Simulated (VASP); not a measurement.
OSZICAR of a VASP run on Ho (hcp):

**OSZICAR**
```
       N       E                     dE             d eps       ncg     rms          rms(c)
DAV:   1     0.567731911471E+02    0.56773E+02   -0.76187E+03  7644   0.108E+03
DAV:   2    -0.532511833140E+01   -0.62098E+02   -0.60943E+02  9455   0.449E+02
DAV:   3    -0.883250736577E+01   -0.35074E+01   -0.33388E+01 10739   0.744E+01
DAV:   4    -0.898961640932E+01   -0.15711E+00   -0.14971E+00 10868   0.103E+01
DAV:   5    -0.899399363333E+01   -0.43772E-02   -0.42485E-02 10680   0.175E+00    0.241E+01
DAV:   6    -0.899573203163E+01   -0.17384E-02   -0.25131E-02 10610   0.207E+00    0.144E+01
DAV:   7    -0.900493960720E+01   -0.92076E-02   -0.45610E-02 10035   0.289E+00    0.293E-01
DAV:   8    -0.900464276553E+01    0.29684E-03   -0.28016E-03  9492   0.574E-01    0.628E-02
DAV:   9    -0.900465583405E+01   -0.13069E-04   -0.21265E-04 10695   0.167E-01    0.317E-02
DAV:  10    -0.900464928779E+01    0.65463E-05   -0.25891E-05 10692   0.545E-02    0.389E-02
DAV:  11    -0.900464986737E+01   -0.57958E-06   -0.14953E-06  6345   0.145E-02
   1 F= -.90046499E+01 E0= -.90046499E+01  d E =0.000000E+00
```

**Question.** Which electronic solver shows in the log?

**Answer.** It is blocked Davidson (ALGO = Normal, or the opening steps of other solvers). The INCAR had ALGO = Normal.

**Question.** Can the final energy be trusted as converged?

**Answer.** The run converged. It stopped with EDIFF = 1E-6, NELM = 100 (PBE GGA, plane waves, VASP's PBE PAW potentials (set 64)). The 4f electrons are frozen in the core of the lanthanide potential, so 4f levels, which can set the real gap, and their magnetism are missing.

The compound is Ho in the hcp structure. The cell was not relaxed at this level, atoms are displaced from their ideal sites. The run is one of a series of settings (ISMEAR = -5, SIGMA removed against the base run), some of them coarse on purpose.
